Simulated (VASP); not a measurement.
Data:

```yaml
crystal:
  lattice:
    - [0.00000, 4.60871, 4.60871]
    - [4.60871, 0.00000, 4.60871]
    - [4.60871, 4.60871, 0.00000]
  atoms:
    - { symbol: Cd, position: [0.25000, 0.25000, 0.25000] }
    - { symbol: Cd, position: [0.00000, 0.00000, 0.00000] }
    - { symbol: In, position: [0.12500, 0.62500, 0.62500] }
    - { symbol: In, position: [0.62500, 0.62500, 0.12500] }
    - { symbol: In, position: [0.62500, 0.12500, 0.62500] }
    - { symbol: In, position: [0.62500, 0.62500, 0.62500] }
    - { symbol: O, position: [0.86175, 0.86175, 0.86175] }
    - { symbol: O, position: [0.83525, 0.38825, 0.38825] }
    - { symbol: O, position: [0.86175, 0.86175, 0.41475] }
    - { symbol: O, position: [0.38825, 0.83525, 0.38825] }
    - { symbol: O, position: [0.41475, 0.86175, 0.86175] }
    - { symbol: O, position: [0.38825, 0.38825, 0.38825] }
    - { symbol: O, position: [0.86175, 0.41475, 0.86175] }
    - { symbol: O, position: [0.38825, 0.38825, 0.83525] }
```

Method: LDA (Ceperley-Alder, Perdew-Zunger), VASP's LDA PAW potentials (set 64) (plane waves; VASP 6.6.1). Numerical set-up: LREAL = Auto, 400 eV cut-off, 4×4×4 Γ-centred mesh, Gaussian smearing of 0.020 eV, potentials Cd In_d O.

At this cut-off the stress carries a Pulay error, which pulls relaxed volumes low.

Question: Give the stress tensor in GPa (positive for a compressed cell).

Answer: 
```
-9.05   0.00   0.00
 0.00  -9.05   0.00
 0.00   0.00  -9.05
```
The pressure is its mean diagonal, -9.05 GPa.

The structure comes from a computed database's CdIn2O4 entry; how it stands against other phases isn't given here. The cell was not relaxed at this level.
